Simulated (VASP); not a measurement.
# Band gap of Selenium at several levels of theory, part 2 of 3

Aim: the gap of Selenium on one structure at many levels of theory. The starting structure is a measured crystal structure from the Crystallography Open Database. Cell and atoms stay as given. Meshes and data sets differ where the inputs say so.

VASP 6.6.1.

Results so far: LDA 0.911 eV; PBE 0.997 eV; r2SCAN 1.259 eV; TB-mBJ 1.463 eV.

## (6) Bands with LDA + spin-orbit coupling

Level of this step: LDA, spin-orbit coupling; plane waves and PAW (Se) (VASP).

Spin-orbit coupling is switched on in this step.

The input, INCAR:

```
SYSTEM = Se
PREC = Accurate
ENCUT = 350
EDIFF = 1E-06
NELM = 100
ISMEAR = 0
SIGMA = 0.03
LREAL = .FALSE.
ALGO = Normal
GGA = CA
LNONCOLLINEAR = .TRUE.
MAGMOM = 0 0 0 0 0 0 0 0 0
NBANDS = 30
GGA_COMPAT = .FALSE.
LASPH = .TRUE.
LSORBIT = .TRUE.
LORBIT = 11
LWAVE = .FALSE.
LCHARG = .FALSE.
KPAR = 4
```

The input, POSCAR:

```
Se
1.0
    4.3662000000      0.0000000000      0.0000000000
   -2.1831000000      3.7812401180      0.0000000000
    0.0000000000      0.0000000000      4.9536000000
Se
3
Direct
    0.7746000000      0.7746000000      0.0000000000
    0.0000000000      0.2254000000      0.6666666667
    0.2254000000      0.0000000000      0.3333333333
```

The input, KPOINTS:

```
Automatic mesh
0
Gamma
6 6 4
0 0 0
```

The input, KPOINTS_OPT:

```
Line mode
10
Line-mode
Reciprocal
  0.00000000   0.00000000   0.00000000 GAMMA
  0.50000000   0.00000000   0.00000000 M

  0.50000000   0.00000000   0.00000000 M
  0.33333333   0.33333333   0.00000000 K

  0.33333333   0.33333333   0.00000000 K
  0.00000000   0.00000000   0.00000000 GAMMA

  0.00000000   0.00000000   0.00000000 GAMMA
  0.00000000   0.00000000   0.50000000 A

  0.00000000   0.00000000   0.50000000 A
  0.50000000   0.00000000   0.50000000 L

  0.50000000   0.00000000   0.50000000 L
  0.33333333   0.33333333   0.50000000 H

  0.33333333   0.33333333   0.50000000 H
  0.00000000   0.00000000   0.50000000 A

  0.50000000   0.00000000   0.50000000 L
  0.50000000   0.00000000   0.00000000 M

  0.33333333   0.33333333   0.00000000 K
  0.33333333   0.33333333   0.50000000 H
```

PAW data sets: Se (LDA family, release 64).

Command:

```bash
mpirun -np 4 vasp_ncl
```

What it wrote:

```text
[... set-up lines as in an earlier step ...]
 entering main loop
       N       E                     dE             d eps       ncg     rms          rms(c)
DAV:   1     0.729866585958E+02    0.72987E+02   -0.57025E+03  2040   0.731E+02
DAV:   2    -0.656593690532E+01   -0.79553E+02   -0.76589E+02  2706   0.154E+02
DAV:   3    -0.124589294503E+02   -0.58930E+01   -0.58435E+01  2522   0.446E+01
DAV:   4    -0.125177242297E+02   -0.58795E-01   -0.58754E-01  2480   0.527E+00
[...]
DAV:   9    -0.123924006262E+02    0.45508E-03   -0.10672E-03  2376   0.203E-01    0.760E-02
DAV:  10    -0.123924231351E+02   -0.22509E-04   -0.22363E-04  2270   0.819E-02    0.153E-02
DAV:  11    -0.123924234045E+02   -0.26942E-06   -0.28069E-06  2406   0.115E-02
   1 F= -.12392423E+02 E0= -.12392423E+02  d E =-.357845E-12  mag=     0.0000    -0.0000    -0.0000
 Start KPOINTS_OPT (optional k-point list driver)
k-point batch [1-34\90]
       N       E                     dE             ncg
DAV:   1     0.671141829226E+03   -0.70792E+04     2040
DAV:   2    -0.207533229757E+04   -0.27465E+04     2652
DAV:   3    -0.227754120072E+04   -0.20221E+03     2558
DAV:   4    -0.227950529633E+04   -0.19641E+01     2416
DAV:   5    -0.227952128860E+04   -0.15992E-01     2492
DAV:   6    -0.227952150259E+04   -0.21399E-03     2460
DAV:   7    -0.227952150637E+04   -0.37744E-05     2276
DAV:   8    -0.227952150649E+04   -0.11878E-06     1636
[...]
k-point batch [69-90\90]
       N       E                     dE             ncg
DAV:   1     0.519700185836E+04   -0.89847E+04     1320
DAV:   2     0.349907246561E+04   -0.16979E+04     1696
DAV:   3     0.337691463033E+04   -0.12216E+03     1654
DAV:   4     0.337574444491E+04   -0.11702E+01     1536
DAV:   5     0.337573429450E+04   -0.10150E-01     1656
DAV:   6     0.337573414363E+04   -0.15087E-03     1582
DAV:   7     0.337573414083E+04   -0.28037E-05     1536
DAV:   8     0.337573414075E+04   -0.82762E-07     1040
```

It took 23 s on 4 MPI ranks of AMD EPYC 9R45, shared host; peak memory 1 GiB.

Parts of OUTCAR (step 6):

```text
  Total       -0.7697755     -0.7697755      0.0064202     -0.0000000     -0.0000000      0.0000000
  in kB      -15.0805032    -15.0805032      0.1257772     -0.0000000     -0.0000000      0.0000000
  external PRESSURE =     -10.0117431 kB  Pullay stress =       0.0000000 kB

 POSITION                                       TOTAL-FORCE (eV/Angst)
 -----------------------------------------------------------------------------------
      1.69103      2.92895      0.00000        -0.140413     -0.243203     -0.000000
     -0.49207      0.85229      3.30240        -0.140413      0.243203     -0.000000
      0.98414      0.00000      1.65120         0.280827      0.000000      0.000000
 -----------------------------------------------------------------------------------
    total drift:                                0.000001      0.000001      0.000000

  FREE ENERGIE OF THE ION-ELECTRON SYSTEM (eV)
  ---------------------------------------------------
  free  energy   TOTEN  =       -12.3924234045 eV

  energy  without entropy=      -12.3924234045  energy(sigma->0) =      -12.39242340

 magnetization (x)
# of ion       s       p       d       tot
------------------------------------------
    1        0.000  -0.000  -0.000   0.000
    2        0.000  -0.000  -0.000   0.000
    3       -0.000   0.000   0.000  -0.000
--------------------------------------------------
tot         -0.000   0.000   0.000   0.000

 magnetization (y)
# of ion       s       p       d       tot
------------------------------------------
    1        0.000  -0.000  -0.000   0.000
    2       -0.000   0.000   0.000  -0.000
    3       -0.000   0.000   0.000  -0.000
--------------------------------------------------
tot         -0.000  -0.000   0.000  -0.000

 magnetization (z)
# of ion       s       p       d       tot
------------------------------------------
    1        0.000   0.000  -0.000  -0.000
    2        0.000   0.000   0.000   0.000
    3        0.000   0.000   0.000   0.000
--------------------------------------------------
tot          0.000   0.000   0.000   0.000

[... 1 part as in an earlier step ...]

[... 2 further parts left out ...]
[key lines of the parts left out:]
E-fermi :   2.8195
```

LDA + spin-orbit coupling gives a least gap of 0.893 eV, and a least direct gap of 1.003 eV. The least gap is -0.017 eV from that of LDA.

## (7) Bands with r2SCAN + spin-orbit coupling

INCAR, as its differences from that of step 6:

```diff
@@ -9,3 +9,4 @@
 ALGO = Normal
-GGA = CA
+METAGGA = R2SCAN
+LASPH = .TRUE.
 LNONCOLLINEAR = .TRUE.
@@ -14,3 +15,2 @@
 GGA_COMPAT = .FALSE.
-LASPH = .TRUE.
 LSORBIT = .TRUE.
```

POSCAR is that of step 6.

KPOINTS is that of step 6.

KPOINTS_OPT is that of step 6.

The projector-augmented-wave data sets are Se (PBE family, release 64).

Command:

```bash
mpirun -np 4 vasp_ncl
```

What it wrote:

```text
[... set-up lines as in an earlier step ...]
 entering main loop
       N       E                     dE             d eps       ncg     rms          rms(c)
DAV:   1     0.409896779162E+02    0.40990E+02   -0.58570E+03  2040   0.750E+02
DAV:   2    -0.406214955470E+02   -0.81611E+02   -0.78573E+02  2692   0.158E+02
DAV:   3    -0.464883528165E+02   -0.58669E+01   -0.58173E+01  2522   0.450E+01
DAV:   4    -0.465399255093E+02   -0.51573E-01   -0.51534E-01  2480   0.497E+00
[...]
DAV:  11    -0.429660923723E+02   -0.20575E-04   -0.33740E-05  2392   0.397E-02    0.154E-02
DAV:  12    -0.429660964337E+02   -0.40614E-05   -0.73745E-06  2290   0.207E-02    0.504E-03
DAV:  13    -0.429660966484E+02   -0.21473E-06   -0.17090E-07  1506   0.324E-03
   1 F= -.42966097E+02 E0= -.42966097E+02  d E =-.316046E-24  mag=    -0.0000     0.0000     0.0000
 Start KPOINTS_OPT (optional k-point list driver)
k-point batch [1-34\90]
       N       E                     dE             ncg
DAV:   1     0.517993497941E+03   -0.72323E+04     2040
DAV:   2    -0.236723991281E+04   -0.28852E+04     2658
DAV:   3    -0.256913187030E+04   -0.20189E+03     2580
DAV:   4    -0.257088687225E+04   -0.17550E+01     2380
DAV:   5    -0.257090045504E+04   -0.13583E-01     2488
DAV:   6    -0.257090064246E+04   -0.18742E-03     2452
DAV:   7    -0.257090064590E+04   -0.34365E-05     2202
DAV:   8    -0.257090064602E+04   -0.12284E-06     1596
[...]
k-point batch [69-90\90]
       N       E                     dE             ncg
DAV:   1     0.509362538336E+04   -0.90881E+04     1320
DAV:   2     0.331266170862E+04   -0.17810E+04     1720
DAV:   3     0.319057942857E+04   -0.12208E+03     1636
DAV:   4     0.318952914352E+04   -0.10503E+01     1546
DAV:   5     0.318952089628E+04   -0.82472E-02     1626
DAV:   6     0.318952077928E+04   -0.11700E-03     1606
DAV:   7     0.318952077729E+04   -0.19929E-05     1488
DAV:   8     0.318952077723E+04   -0.57693E-07     1026
```

Wall time 2.3 min (4 MPI ranks); peak memory 1.2 GiB.

Parts of OUTCAR (step 7):

```text
  Total        0.5305861      0.5305861      0.9905825     -0.0000000      0.0000000      0.0000000
  in kB       10.3945967     10.3945967     19.4062865     -0.0000000      0.0000000      0.0000000
  external PRESSURE =      13.3984933 kB  Pullay stress =       0.0000000 kB

 POSITION                                       TOTAL-FORCE (eV/Angst)
 -----------------------------------------------------------------------------------
      1.69103      2.92895      0.00000        -0.036923     -0.063952      0.000000
     -0.49207      0.85229      3.30240        -0.036923      0.063952      0.000000
      0.98414      0.00000      1.65120         0.073846      0.000000     -0.000000
 -----------------------------------------------------------------------------------
    total drift:                               -0.000000     -0.000001      0.000000

  FREE ENERGIE OF THE ION-ELECTRON SYSTEM (eV)
  ---------------------------------------------------
  free  energy   TOTEN  =       -42.9660966484 eV

  energy  without entropy=      -42.9660966484  energy(sigma->0) =      -42.96609665

 magnetization (x)
# of ion       s       p       d       tot
------------------------------------------
    1       -0.000  -0.000   0.000  -0.000
    2       -0.000  -0.000   0.000  -0.000
    3        0.000   0.000  -0.000   0.000
--------------------------------------------------
tot          0.000   0.000   0.000   0.000

 magnetization (y)
# of ion       s       p       d       tot
------------------------------------------
    1       -0.000  -0.000   0.000  -0.000
    2        0.000   0.000  -0.000   0.000
    3       -0.000   0.000   0.000  -0.000
--------------------------------------------------
tot         -0.000   0.000   0.000  -0.000

 magnetization (z)
# of ion       s       p       d       tot
------------------------------------------
    1        0.000   0.000   0.000   0.000
    2        0.000   0.000   0.000   0.000
    3        0.000   0.000   0.000   0.000
--------------------------------------------------
tot          0.000   0.000   0.000   0.000

[... 2 parts as in an earlier step ...]

[... 1 further part left out ...]
[key lines of the parts left out:]
E-fermi :   2.6448
```

r2SCAN + spin-orbit coupling gives a least gap of 1.242 eV, and a least direct gap of 1.387 eV. The least gap is -0.016 eV from that of r2SCAN.

## (8) Bands with TB-mBJ + spin-orbit coupling

INCAR, as its differences from that of step 7:

```diff
@@ -4,3 +4,3 @@
 EDIFF = 1E-06
-NELM = 100
+NELM = 150
 ISMEAR = 0
@@ -9,3 +9,3 @@
 ALGO = Normal
-METAGGA = R2SCAN
+METAGGA = MBJ
 LASPH = .TRUE.
```

POSCAR is that of step 7.

KPOINTS is that of step 7.

KPOINTS_OPT is that of step 7.

Command:

```bash
mpirun -np 4 vasp_ncl
```

What it wrote:

```text
[... set-up lines as in an earlier step ...]
 entering main loop
       N       E                     dE             d eps       ncg     rms          rms(c)
DAV:   1     0.455862332667E+03    0.45586E+03   -0.57238E+03  2040   0.734E+02
DAV:   2     0.377438464642E+03   -0.78424E+02   -0.75424E+02  2644   0.153E+02
DAV:   3     0.371885535214E+03   -0.55529E+01   -0.55036E+01  2564   0.430E+01
DAV:   4     0.371835570005E+03   -0.49965E-01   -0.49922E-01  2436   0.476E+00
[...]
DAV:  30     0.375479025269E+03    0.46523E-05   -0.29888E-10  1092   0.124E-04    0.204E-05
DAV:  31     0.375479030648E+03    0.53789E-05   -0.47830E-11  1092   0.566E-05    0.282E-05
DAV:  32     0.375479031619E+03    0.97128E-06   -0.17590E-11  1092   0.296E-05
   1 F= 0.37547903E+03 E0= 0.37547903E+03  d E =-.259203E-22  mag=    -0.0000    -0.0000    -0.0000
 Start KPOINTS_OPT (optional k-point list driver)
k-point batch [1-34\90]
       N       E                     dE             ncg
DAV:   1     0.831894496849E+03   -0.69184E+04     2040
DAV:   2    -0.198817766036E+04   -0.28201E+04     2662
DAV:   3    -0.217576292302E+04   -0.18759E+03     2568
DAV:   4    -0.217749457710E+04   -0.17317E+01     2460
DAV:   5    -0.217750936138E+04   -0.14784E-01     2530
DAV:   6    -0.217750956063E+04   -0.19925E-03     2478
DAV:   7    -0.217750956424E+04   -0.36106E-05     2356
DAV:   8    -0.217750956434E+04   -0.94782E-07     1610
[...]
k-point batch [69-90\90]
       N       E                     dE             ncg
DAV:   1     0.530266230020E+04   -0.88790E+04     1320
DAV:   2     0.356053981364E+04   -0.17421E+04     1702
DAV:   3     0.344765083347E+04   -0.11289E+03     1658
DAV:   4     0.344663740148E+04   -0.10134E+01     1562
DAV:   5     0.344662880522E+04   -0.85963E-02     1622
DAV:   6     0.344662869089E+04   -0.11433E-03     1594
DAV:   7     0.344662868909E+04   -0.18010E-05     1484
DAV:   8     0.344662868903E+04   -0.55911E-07     1070
```

Run time: 65 s. Hardware: 4 MPI ranks; peak memory 1.3 GiB.

Parts of OUTCAR (step 8):

```text
  Total       23.6520443     23.6520443     27.1530447      0.0000000      0.0000000      0.0000000
  in kB      463.3620372    463.3620372    531.9493715      0.0000000      0.0000000      0.0000000
  external PRESSURE =     486.2244820 kB  Pullay stress =       0.0000000 kB

 POSITION                                       TOTAL-FORCE (eV/Angst)
 -----------------------------------------------------------------------------------
      1.69103      2.92895      0.00000        -0.653720     -1.132276     -0.000000
     -0.49207      0.85229      3.30240        -0.653720      1.132276     -0.000000
      0.98414      0.00000      1.65120         1.307440     -0.000000      0.000000
 -----------------------------------------------------------------------------------
    total drift:                                0.000000      0.000000      0.000000

  FREE ENERGIE OF THE ION-ELECTRON SYSTEM (eV)
  ---------------------------------------------------
  free  energy   TOTEN  =       375.4790316188 eV

  energy  without entropy=      375.4790316188  energy(sigma->0) =      375.47903162

 magnetization (x)
# of ion       s       p       d       tot
------------------------------------------
    1       -0.000  -0.000  -0.000  -0.000
    2       -0.000  -0.000  -0.000  -0.000
    3        0.000   0.000   0.000   0.000
--------------------------------------------------
tot          0.000  -0.000  -0.000  -0.000

 magnetization (y)
# of ion       s       p       d       tot
------------------------------------------
    1       -0.000  -0.000  -0.000  -0.000
    2        0.000   0.000   0.000   0.000
    3        0.000  -0.000   0.000  -0.000
--------------------------------------------------
tot         -0.000   0.000   0.000   0.000

 magnetization (z)
# of ion       s       p       d       tot
------------------------------------------
    1        0.000   0.000   0.000   0.000
    2        0.000   0.000   0.000   0.000
    3       -0.000   0.000   0.000  -0.000
--------------------------------------------------
tot         -0.000   0.000   0.000  -0.000

[... 2 parts as in an earlier step ...]

[... 1 further part left out ...]
[key lines of the parts left out:]
E-fermi :   2.9521
```

TB-mBJ + spin-orbit coupling gives a least gap of 1.446 eV, and a least direct gap of 1.603 eV. The least gap is -0.017 eV from that of TB-mBJ.

## (9) Bands with HSE06

HSE06 mixes in a quarter of exact exchange at short range, at far higher cost; in semiconductors this cures much of the gap error, while metals seldom gain. This run uses a 4×4×3 mesh. Its starting orbitals come from a semilocal run on the same mesh, not shown.

The input, INCAR:

```
SYSTEM = Se
PREC = Accurate
ENCUT = 350
EDIFF = 1E-06
NELM = 100
ISMEAR = 0
SIGMA = 0.03
LREAL = .FALSE.
ALGO = Normal
LHFCALC = .TRUE.
AEXX = 0.25
GGA = PE
HFSCREEN = 0.2
LASPH = .TRUE.
NBANDS = 15
PRECFOCK = Fast
LORBIT = 11
LWAVE = .FALSE.
LCHARG = .FALSE.
KPAR = 4
```

POSCAR is that of step 8.

The input, KPOINTS:

```
Automatic mesh
0
Gamma
4 4 3
0 0 0
```

KPOINTS_OPT is that of step 8.

Command:

```bash
mpirun -np 4 vasp_std
```

What it wrote:

```text
[banner, memory and clock lines left out]
running    4 mpi-ranks, on    1 nodes
[...]
LDA part: xc-table for (Slater+PW92), standard interpolation
 found WAVECAR, reading the header
 POSCAR, INCAR and KPOINTS ok, starting setup
[...]
reading WAVECAR
 the WAVECAR file was read successfully
 initial charge from wavefunction
 entering main loop
       N       E                     dE             d eps       ncg     rms          rms(c)
DAV:   1    -0.132749431254E+02   -0.13275E+02   -0.11607E+00   270   0.727E+00    0.229E+00
DAV:   2    -0.132941590193E+02   -0.19216E-01   -0.44901E-02   368   0.119E+00    0.153E+00
DAV:   3    -0.132914422681E+02    0.27168E-02   -0.29161E-03   375   0.329E-01    0.885E-01
DAV:   4    -0.132903885730E+02    0.10537E-02   -0.83392E-04   368   0.194E-01    0.475E-01
[...]
DAV:  10    -0.132899818211E+02   -0.18903E-05   -0.11561E-06   289   0.808E-03    0.137E-02
DAV:  11    -0.132899830777E+02   -0.12566E-05   -0.57838E-07   282   0.597E-03    0.774E-03
DAV:  12    -0.132899838198E+02   -0.74210E-06   -0.22511E-07   240   0.373E-03
   1 F= -.13289984E+02 E0= -.13289984E+02  d E =-.211182E-16
 Start KPOINTS_OPT (optional k-point list driver)
k-point batch [1-9\90]
       N       E                     dE             ncg
DAV:   1     0.648920623927E+02   -0.15016E+04      270
DAV:   2    -0.674569504018E+03   -0.73946E+03      341
DAV:   3    -0.759215214868E+03   -0.84646E+02      305
DAV:   4    -0.761092221725E+03   -0.18770E+01      333
DAV:   5    -0.761108047678E+03   -0.15826E-01      333
DAV:   6    -0.761108208459E+03   -0.16078E-03      326
DAV:   7    -0.761108210221E+03   -0.17614E-05      280
DAV:   8    -0.761108210269E+03   -0.48084E-07      247
[...]
k-point batch [82-90\90]
       N       E                     dE             ncg
DAV:   1    -0.217860644091E+02   -0.42741E+04      270
DAV:   2    -0.714036514015E+03   -0.69225E+03      354
DAV:   3    -0.783464589078E+03   -0.69428E+02      298
DAV:   4    -0.784500624492E+03   -0.10360E+01      340
DAV:   5    -0.784509114369E+03   -0.84899E-02      347
DAV:   6    -0.784509187333E+03   -0.72965E-04      333
DAV:   7    -0.784509188191E+03   -0.85786E-06      269
```

The job ended after 2.4 min (4 MPI ranks; peak memory 1 GiB).

OUTCAR, selected parts (step 9):

```text
 POSITION                                       TOTAL-FORCE (eV/Angst)
 -----------------------------------------------------------------------------------
      1.69103      2.92895      0.00000         0.105276      0.182344      0.000000
     -0.49207      0.85229      3.30240         0.105276     -0.182344      0.000000
      0.98414      0.00000      1.65120        -0.210553     -0.000000      0.000000
 -----------------------------------------------------------------------------------
    total drift:                               -0.000000     -0.000001      0.000000

  FREE ENERGIE OF THE ION-ELECTRON SYSTEM (eV)
  ---------------------------------------------------
  free  energy   TOTEN  =       -13.2899838198 eV

  energy  without entropy=      -13.2899838198  energy(sigma->0) =      -13.28998382

[... 1 part as in an earlier step ...]

[... 2 further parts left out ...]
[key lines of the parts left out:]
E-fermi :   1.9680
```

HSE06 gives a least gap of 1.783 eV, and a least direct gap of 2.014 eV. The least gap is +0.872 eV from that of LDA, on another mesh, which alone can move a gap by some hundredths of an eV.

(Continued in part 3 of 3.)

[Lines on the potential files, build, host, timing and source positions are cut from VASP's logs without a mark.]

[Logs are printed without paths, hosts, clocks, repeated set-up lines and the standing remarks that a program may print on its own settings, such as how far it seeks lower states.]

[Hosts, paths, dates, database ids (printed as entryN), source tags and the programs' standing remarks are cut or masked in the printed files.]
